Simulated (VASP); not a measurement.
O2C, in a box:

```
O C
1.0
    12.15543    0.00000    0.00000
     0.00000   12.65543    0.00000
     0.00000    0.00000   13.15543
O C
2 1
Direct
  0.48628 0.56490 0.43708
  0.51452 0.43947 0.56656
  0.50040 0.50218 0.50183
```

Base run:

| Quantity | Value |
| --- | --- |
| Program | VASP 6.6.1 |
| Functional | PBE |
| Potentials or basis | VASP PAW PBE potentials, release 64 (O, C) |
| Cutoff | 400 eV |
| k mesh | 1 × 1 × 1 |
| Occupations | gaussian, width 0.01 eV |
| Spin | no spin polarisation |

Its results: gap between the frontier levels 8.04 eV; largest force 0.010 eV/Å.

Task: After a change of settings the same cell gave: gap between the frontier levels 7.92 eV; largest force 0.436 eV/Å. Which change was it?
A. functional from PBE to r2SCAN; dispersion from none to rVV10
B. functional from PBE to PBEsol
C. functional from PBE to RPBE
D. functional from PBE to LDA; potentials or basis from VASP PAW PBE potentials, release 64 (O, C) to VASP PAW LDA potentials, release 64 (O, C)

Result: C.

Caveats: the standard files for N, O and F lose accuracy on very short bonds; the PAW data sets were made with another functional, which shifts forces and pressure a little (some runs).

Not every run made on this cell is shown here.
